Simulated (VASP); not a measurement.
These are revTPSS meta-GGA, VASP's PBE PAW potentials (set 64) (plane waves; VASP) values and carry that method's errors.

Input for VASP

File KPOINTS:
```
kpoints
0
Gamma
 17 17 17
0 0 0
```

File POSCAR:
```
V
1
   -1.4523768811     1.4523768811     1.4523768811
    1.4523768811    -1.4523768811     1.4523768811
    1.4523768811     1.4523768811    -1.4523768811
V
1
Direct
  0.0000000000   0.0000000000   0.0000000000
```

**INCAR**
```
# general
SYSTEM =V
PREC   =Accurate
ENCUT  =520
LREAL  =.FALSE.
LASPH  =.TRUE.

# electronic loop
EDIFF  =1E-7
NELM   =100
ALGO   =Normal
LMAXMIX=4
LMIXTAU=.TRUE.

# smearing
ISMEAR =1
SIGMA  =0.1

# functional
METAGGA=RTPSS

# ions
ISIF   =2

# output
LWAVE  =.FALSE.
LCHARG =.FALSE.
```

POTCAR, in this order: V_sv (PBE.64 set). Program: vasp_std.

Output of the run:

### OSZICAR
```
       N       E                     dE             d eps       ncg     rms          rms(c)
DAV:   1     0.887174125661E+02    0.88717E+02   -0.76689E+03  3402   0.165E+03
DAV:   2    -0.335257385422E+02   -0.12224E+03   -0.11934E+03  3462   0.473E+02
DAV:   3    -0.364617004009E+02   -0.29360E+01   -0.28097E+01  3810   0.865E+01
DAV:   4    -0.364987642128E+02   -0.37064E-01   -0.36875E-01  3596   0.101E+01
DAV:   5    -0.364994198918E+02   -0.65568E-03   -0.65546E-03  3844   0.136E+00    0.191E+01
DAV:   6    -0.726404094700E+01    0.29235E+02   -0.95574E+00  3300   0.599E+01    0.693E+00
DAV:   7    -0.425749944710E+01    0.30065E+01   -0.91000E+00  3300   0.432E+01    0.186E+00
DAV:   8    -0.817364146665E+01   -0.39161E+01   -0.58351E+00  3300   0.392E+01    0.108E+00
DAV:   9    -0.744421612716E+01    0.72943E+00   -0.12750E+00  3328   0.180E+01    0.468E+00
DAV:  10    -0.813970393888E+01   -0.69549E+00   -0.10131E+00  3324   0.161E+01    0.625E-01
DAV:  11    -0.815065928370E+01   -0.10955E-01   -0.72794E-03  3320   0.151E+00    0.568E-01
DAV:  12    -0.814994041279E+01    0.71887E-03   -0.25788E-03  3308   0.627E-01    0.203E-01
DAV:  13    -0.815111751641E+01   -0.11771E-02   -0.10653E-03  3308   0.563E-01    0.168E-01
DAV:  14    -0.815108492980E+01    0.32587E-04   -0.13756E-04  3334   0.202E-01    0.889E-02
DAV:  15    -0.815107199399E+01    0.12936E-04   -0.66843E-06  3342   0.417E-02    0.538E-02
DAV:  16    -0.815107006136E+01    0.19326E-05   -0.20382E-05  3302   0.829E-02    0.175E-02
DAV:  17    -0.815106732541E+01    0.27359E-05   -0.11914E-06  3304   0.197E-02    0.703E-03
DAV:  18    -0.815106909681E+01   -0.17714E-05   -0.46671E-07  3308   0.122E-02    0.232E-03
DAV:  19    -0.815106755515E+01    0.15417E-05   -0.64309E-08  1656   0.467E-03    0.122E-04
DAV:  20    -0.815106787259E+01   -0.31745E-06   -0.62009E-09  1650   0.157E-03    0.168E-04
DAV:  21    -0.815106783466E+01    0.37937E-07   -0.88729E-10  1650   0.530E-04
   1 F= -.81510678E+01 E0= -.81508356E+01  d E =-.696605E-03
```

### OUTCAR
```
------------------------ aborting loop because EDIFF is reached ----------------------------------------
  FORCE on cell =-STRESS in cart. coord.  units (eV):
  Direction    XX          YY          ZZ          XY          YZ          ZX
  --------------------------------------------------------------------------------------
  Total        1.1105564      1.1105564      1.1105564      0.0000000      0.0000000     -0.0000000
  in kB      145.1955190    145.1955190    145.1955190      0.0000000      0.0000000     -0.0000000
  external PRESSURE =     145.1955190 kB  Pullay stress =       0.0000000 kB
  volume of cell :       12.25
      direct lattice vectors                 reciprocal lattice vectors
    -1.452376881  1.452376881  1.452376881     0.000000000  0.344263260  0.344263260
     1.452376881 -1.452376881  1.452376881     0.344263260  0.000000000  0.344263260
     1.452376881  1.452376881 -1.452376881     0.344263260  0.344263260  0.000000000
 POSITION                                       TOTAL-FORCE (eV/Angst)
 -----------------------------------------------------------------------------------
      0.00000      0.00000      0.00000         0.000000     -0.000000     -0.000000
 -----------------------------------------------------------------------------------
    total drift:                                0.000000     -0.000000     -0.000000
  FREE ENERGIE OF THE ION-ELECTRON SYSTEM (eV)
  ---------------------------------------------------
  free  energy   TOTEN  =        -8.1510678347 eV

  energy  without entropy=       -8.1503712296  energy(sigma->0) =       -8.15083563
```
(Selected blocks of OUTCAR.)

**OUTCAR**
```
 val. band max:       10.9374873829   @ k =   0.2941   0.0588   0.0588

 cond. band min:      10.9411142442   @ k =  -0.2353   0.2353   0.1176


 Fermi energy:        10.9387451091

 k-point     1 :       0.0000    0.0000    0.0000
  band No.  band energies     occupation
      1     -53.7457      2.00000
      2     -26.2953      2.00000
      3     -26.2953      2.00000
      4     -26.2953      2.00000
      5       4.0846      2.00000
      6      11.3770     -0.00000
      7      11.3770     -0.00000
      8      11.3770     -0.00000
      9      13.7329      0.00000
     10      13.7329      0.00000

 k-point     2 :       0.0588    0.0000    0.0000
  band No.  band energies     occupation
      1     -53.7365      2.00000
      2     -26.3383      2.00000
      3     -26.3082      2.00000
      4     -26.2957      2.00000
      5       4.2383      2.00000
      6      11.3068     -0.00000
      7      11.3620     -0.00000
      8      11.4920     -0.00000
      9      13.6486      0.00000
     10      13.7373      0.00000

 k-point     3 :       0.1176    0.0000    0.0000
  band No.  band energies     occupation
      1     -53.7105      2.00000
      2     -26.4608      2.00000
      3     -26.3450      2.00000
      4     -26.2971      2.00000
      5       4.6824      2.00000
      6      11.1104     -0.03569
      7      11.2927     -0.00001
      8      11.8290     -0.00000
      9      13.4615      0.00000
     10      13.7532      0.00000

 k-point     4 :       0.1765    0.0000    0.0000
  band No.  band energies     occupation
      1     -53.6707      2.00000
      2     -26.6432      2.00000
      3     -26.4005      2.00000
      4     -26.2990      2.00000
      5       5.3623      2.00000
      6      10.8254      2.06805
      7      11.1301     -0.02095
      8      12.3637     -0.00000
      9      13.3205      0.00000
     10      13.7887      0.00000

 k-point     5 :       0.2353    0.0000    0.0000
...
```

The compound is V in the bcc structure. This cell is one point of a volume scan, at 0.94 of the reference volume. The run is not spin-polarised, so no magnetic state was tried.
